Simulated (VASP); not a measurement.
Consider the following.

```
YbGe2
1.0
    0.00000     3.48268     3.48268
    3.48268     0.00000     3.48268
    3.48268     3.48268     0.00000
Yb Ge
1 2
Direct
  0.00000   0.00000   0.00000
  0.25000   0.25000   0.25000
  0.75000   0.75000   0.75000
```

Calculation: PBE GGA, VASP's PBE PAW potentials (set 64) (plane waves; VASP). Settings: 400 eV cut-off, 6×6×6 Γ-centred mesh, first-order Methfessel-Paxton smearing of 0.10 eV, potentials Yb_2 Ge_d.

The 4f electrons are frozen in the core of the lanthanide potential, so 4f levels, which can set the real gap, and their magnetism are missing.

Question: Estimate the energy per atom (σ→0), pressure.

Answer: 
```
Property                        Value
---------------------  --------------
energy per atom (σ→0)  -3.499 eV/atom
pressure                    -4.49 GPa
```

The absolute energy has meaning only against runs of the same code, potentials and settings.

The structure was generated: YbGe2 was put into the fluorite type (Fm-3m), which need not be its known phase. The cell was not relaxed at this level.
